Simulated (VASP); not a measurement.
The system is PmTe.

```xyz
2
Lattice="3.7629 0.0000 0.0000 0.0000 3.7629 0.0000 0.0000 0.0000 3.7629" Properties=species:S:1:pos:R:3 pbc="T T T"
Pm    0.0000    0.0000    0.0000
Te    1.8815    1.8815    1.8815
```

The cell comes from a database or a generator and needn't be the stable form of this composition.

Base run:

| Quantity | Value |
| --- | --- |
| Program | VASP 6.6.1 |
| Functional | PBEsol |
| Potentials or basis | VASP PAW PBE potentials, release 64 (Pm, Te) |
| Cutoff | 520 eV |
| k mesh | 5 × 5 × 5 |
| Occupations | gaussian, width 0.05 eV |
| Spin | collinear spin, zero start |
| Starting moments | [0.0, 0.0] μB |

Its results: band gap on the k mesh none (metal or under the smearing width); pressure 0.2 GPa; net moment -0.06 μB per cell; site moments Pm -0.19; Te -0.00 μB.

Problem. The run is repeated on the same cell with these changes: spin from collinear spin, zero start to collinear spin, random start; moments at the start from [0.0, 0.0] to [1.86, 0.0]. What comes out?

Solution. Band gap on the k mesh none (metal or under the smearing width); pressure 3.6 GPa; net moment 4.97 μB per cell; site moments Pm +4.54; Te -0.09 μB.

Caveats: the magnetic or orbital state may not be the lowest; the PAW data sets were made with another functional, which shifts forces and pressure a little; spin-orbit coupling is left out, which moves the levels of the heavy elements; without U or exact exchange the open f shell lies at the Fermi level, which spoils levels, moments and volumes.

Not every run made on this cell is shown here.
